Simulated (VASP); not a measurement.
# Ba2Tl5V3O12 (P-42m) in VASP: reference runs, part 2 of 2

VASP 6.6.1.

## 3. Single point, PBE, collinear spin, ferromagnetic start (atoms moved at random, drawn with an rms of 0.05 Å)

Input file INCAR:

```
  PREC = Accurate
  ENCUT = 520
  EDIFF = 1E-7
  ISMEAR = -1
  SIGMA = 0.05
  LREAL = F
  LASPH = T
  NELM = 120
  ALGO = Normal
  ISIF = 2
  LWAVE = F
  LCHARG = F
  ISPIN = 2
  MAGMOM = 0 0 2 2 2 0 0 0 0 0 0 0 0 0 0 0 0 0 0 0 0 0
  LORBIT = 11
  LMAXMIX = 4
  GGA = PE
  NBANDS = 119
  KPAR = 4
```

Input file KPOINTS:

```
Automatic mesh
0
Gamma
  3 3 4
```

Input file POSCAR:

```
Ba2Tl5V3O12
1.0
   10.9745700000      0.0000000000      0.0000000000
    0.0000000000     10.9745700000      0.0000000000
    0.0000000000      0.0000000000      6.6040000000
Ba V Tl O
2 3 5 12
Direct
    0.0023750000      0.5034500000      0.0026320000
    0.5032450000     -0.0010580000     -0.0003650000
    0.4947970000      0.4960760000     -0.0028420000
    0.4960290000      0.0036720000      0.5071360000
   -0.0005520000      0.5020700000      0.5046280000
    0.4998800000      0.4973960000      0.5063270000
    0.7139760000      0.2931540000      0.4000180000
    0.2921230000      0.7128560000      0.4035160000
    0.7169480000      0.7149470000      0.5990380000
    0.2887810000      0.2877210000      0.5946420000
    0.4067350000      0.5880450000      0.1556840000
    0.5906120000      0.4148880000      0.1612470000
    0.5825340000      0.5866710000      0.8445030000
    0.4094650000      0.4088790000      0.8499060000
    0.5872840000      0.0835460000      0.3410290000
    0.4174380000      0.0863310000      0.6673690000
    0.5818610000      0.9114390000      0.6707030000
    0.4120520000      0.9140860000      0.3358790000
    0.0842740000      0.5913520000      0.3360140000
    0.0849960000      0.4147850000      0.6671630000
    0.9121870000      0.5862260000      0.6659230000
    0.9125810000      0.4128940000      0.3396150000
```

Potentials or basis: VASP PAW PBE potentials, release 64 (Ba_sv, V_sv, Tl_d, O).

Started as:

```
> cat potpaw_PBE.64/Ba_sv/POTCAR potpaw_PBE.64/V_sv/POTCAR potpaw_PBE.64/Tl_d/POTCAR potpaw_PBE.64/O/POTCAR > POTCAR
> mpirun -np 4 vasp_std > vasp.out
```

OUTCAR:

```text
PREC = Accurate
   ENCUT = 520
   EDIFF = 1E-7
   ISMEAR = -1
   LREAL = F
   LASPH = T
   NELM = 120
   ISIF = 2
   ISPIN = 2
   LORBIT = 11
   GGA = PE

 ion  position               nearest neighbor table
   1  0.002  0.503  0.003-  19 2.57  20 2.58  21 2.60  22 2.63   5 3.29   5 3.32
   2  0.503  0.999  1.000-  17 2.53  16 2.57  15 2.61  18 2.61   4 3.25   4 3.35
   3  0.495  0.496  0.997-  14 1.65  13 1.71  11 1.75  12 1.75   6 3.24   6 3.36
   4  0.496  0.004  0.507-  16 1.64  15 1.72  17 1.75  18 1.76   2 3.25   2 3.35
   5  0.999  0.502  0.505-  21 1.70  20 1.72  22 1.75  19 1.75   1 3.29   1 3.32
   6  0.500  0.497  0.506-  13 2.60  12 2.65  14 2.66  11 2.72   3 3.24  10 3.32   7 3.32   8 3.35
                             3 3.36   9 3.43
   7  0.714  0.293  0.400-  12 2.47  22 2.58  15 2.72   6 3.32
   8  0.292  0.713  0.404-  11 2.48  18 2.61  19 2.68   6 3.35
   9  0.717  0.715  0.599-  21 2.60  13 2.60  17 2.66   6 3.43
  10  0.289  0.288  0.595-  14 2.52  16 2.67  20 2.68   6 3.32
  11  0.407  0.588  0.156-   3 1.75   8 2.48   6 2.72
  12  0.591  0.415  0.161-   3 1.75   7 2.47   6 2.65
  13  0.583  0.587  0.845-   3 1.71   6 2.60   9 2.60
  14  0.409  0.409  0.850-   3 1.65  10 2.52   6 2.66
  15  0.587  0.084  0.341-   4 1.72   2 2.61   7 2.72
[... 4562 lines left out ...]
  energy-cutoff  :      520.00
  volume of cell :      795.39
      direct lattice vectors                 reciprocal lattice vectors
    10.974570000  0.000000000  0.000000000     0.091119743  0.000000000  0.000000000
     0.000000000 10.974570000  0.000000000     0.000000000  0.091119743  0.000000000
     0.000000000  0.000000000  6.604000000     0.000000000  0.000000000  0.151423380

 POSITION                                       TOTAL-FORCE (eV/Angst)
 -----------------------------------------------------------------------------------
      0.02606      5.52515      0.01738        -0.068274     -0.077820      0.216343
      5.52290     10.96296      6.60159        -0.016342     -0.066542      0.673608
      5.43018      5.44422      6.58523         1.415860      1.621934      2.519217
      5.44370      0.04030      3.34913         2.037972     -2.895288     -2.496081
     10.96851      5.51000      3.33256         0.148253     -0.253222     -1.342679
      5.48597      5.45871      3.34378        -0.017224      0.132644     -0.317703
[... 14 lines left out ...]
     10.01086      6.43358      4.39776        -0.363684      0.470143      0.536015
     10.01518      4.53133      2.24282         0.269308      0.246277      0.024769
 -----------------------------------------------------------------------------------
    total drift:                               -0.001489      0.000355     -0.000367

  FREE ENERGIE OF THE ION-ELECTRON SYSTEM (eV)
  ---------------------------------------------------
  free  energy   TOTEN  =      -142.8667832303 eV

  energy  without entropy=     -142.8667832302  energy(sigma->0) =     -142.86678323

 total charge

# of ion       s       p       d       tot
------------------------------------------
    1        1.992   5.622   0.315   7.930
    2        1.993   5.622   0.326   7.941
    3        2.409   6.451   3.318  12.177
    4        2.413   6.460   3.335  12.208
    5        2.402   6.438   3.282  12.123
    6        1.256   0.216   9.687  11.160
[... 14 lines left out ...]
   21        1.584   3.420   0.000   5.004
   22        1.581   3.400   0.000   4.980
--------------------------------------------------
tot         36.555  72.304  58.979 167.837

 magnetization (x)

# of ion       s       p       d       tot
------------------------------------------
    1       -0.000  -0.000   0.000  -0.000
    2        0.000  -0.000   0.000   0.000
    3       -0.000  -0.000  -0.000  -0.000
    4        0.000   0.000   0.000   0.000
    5        0.000   0.000   0.000   0.000
    6        0.000  -0.000   0.000  -0.000
[... 14 lines left out ...]
   21       -0.000  -0.000   0.000  -0.000
   22       -0.000  -0.000   0.000  -0.000
--------------------------------------------------
tot          0.000   0.000  -0.000   0.000
```

OSZICAR:

```text
N       E                     dE             d eps       ncg     rms          rms(c)
DAV:   1     0.173785488987E+04    0.17379E+04   -0.99518E+04 10196   0.144E+03
DAV:   2     0.270652764523E+02   -0.17108E+04   -0.16574E+04 11198   0.356E+02
DAV:   3    -0.179719887223E+03   -0.20679E+03   -0.20533E+03 10519   0.119E+02
[... 21 lines left out ...]
DAV:  25    -0.142866781884E+03    0.18961E-07   -0.29317E-06 10904   0.769E-03    0.265E-03
DAV:  26    -0.142866782610E+03   -0.72518E-06   -0.53507E-07  8920   0.270E-03    0.129E-03
DAV:  27    -0.142866782984E+03   -0.37411E-06   -0.12503E-07  6320   0.147E-03    0.102E-03
DAV:  28    -0.142866783181E+03   -0.19773E-06   -0.10226E-07  6432   0.146E-03    0.110E-03
DAV:  29    -0.142866783230E+03   -0.48803E-07   -0.36311E-08  6408   0.798E-04
   1 F= -.14286678E+03 E0= -.14286678E+03  d E =-.310540E-10  mag=     0.0000
```

stdout:

```text
POSCAR found type information on POSCAR BaV TlO
 POSCAR found :  4 types and      22 ions
 scaLAPACK will be used
 -----------------------------------------------------------------------------
|                                                                             |
|                                                                             |
|     You have a (more or less) 'large supercell' and for larger cells it     |
|     might be more efficient to use real-space projection operators.         |
|     Therefore, try LREAL= Auto in the INCAR file.                           |
|     Mind: For very accurate calculation, you might also keep the            |
|     reciprocal projection scheme (i.e. LREAL=.FALSE.).                      |
|                                                                             |
 -----------------------------------------------------------------------------

 LDA part: xc-table for (Slater+PW92), standard interpolation
 POSCAR, INCAR and KPOINTS ok, starting setup
 FFT: planning ... GRIDC
 FFT: planning ... GRID_SOFT
 FFT: planning ... GRID
 WAVECAR not read
 entering main loop
```

Run time: 62 min. Hardware: 4 MPI ranks of AMD EPYC 7R13 (Zen 3), shared host; peak memory 2.8 GiB.

Results:

- Free energy: -142.8668 eV
- Pressure: 0.9 GPa
- Largest force: 4.332 eV/Å
- Band gap on the k mesh: 2.48 eV, indirect (least direct gap 2.50 eV)
- Net moment: 0.00 μB per cell
- Valence electrons inside the program's atomic spheres: Ba 7.93, 7.94; V 12.18, 12.21, 12.12; Tl 11.16, 11.12, 11.10, 11.11; O 4.96, 4.97, 5.01, 4.99, 5.04, 4.98, 5.00

Forces on the atoms (eV/Å):
```
Ba  -0.068 -0.078  0.216
Ba  -0.016 -0.067  0.674
V    1.416  1.622  2.519
V    2.038 -2.895 -2.496
V    0.148 -0.253 -1.343
Tl  -0.017  0.133 -0.318
Tl  -0.044 -0.105  0.017
Tl   0.007  0.020  0.009
Tl  -0.267  0.035  0.044
Tl  -0.140  0.049  0.005
O   -0.135 -0.098  0.064
O   -0.093 -0.260 -0.060
O    0.479  0.443 -0.748
O   -1.511 -1.685 -1.515
O    0.121  0.411 -0.047
O   -1.917  1.966  1.812
O    0.005  0.135 -0.205
O   -0.141  0.342  0.247
O   -0.171 -0.210  0.342
O    0.402 -0.221  0.223
O   -0.364  0.470  0.536
O    0.269  0.246  0.025
```

Levels at points of the mesh, in eV from the valence-band top:
Spin up:
```csv
k point,band 95,band 96,band 97,band 98,band 99,band 100,band 101,band 102
"(0.00, 0.00, 0.00)",-0.56,-0.43,-0.39,-0.27,2.57,2.70,2.91,3.04
"(0.00, 0.00, 0.50)",-0.51,-0.38,-0.36,-0.13,2.52,2.60,2.68,3.13
```
Spin down:
| k point | band 95 | band 96 | band 97 | band 98 | band 99 | band 100 | band 101 | band 102 |
| --- | --- | --- | --- | --- | --- | --- | --- | --- |
| (0.00, 0.00, 0.00) | -0.56 | -0.43 | -0.39 | -0.27 | 2.57 | 2.70 | 2.91 | 3.04 |
| (0.00, 0.00, 0.50) | -0.51 | -0.38 | -0.36 | -0.13 | 2.52 | 2.60 | 2.68 | 3.13 |

Caveat: spin-orbit coupling is left out, which as a rule narrows the gap of such compounds by several tenths of an eV; an odd mesh through Γ misses points on the zone boundary, where band edges often lie.
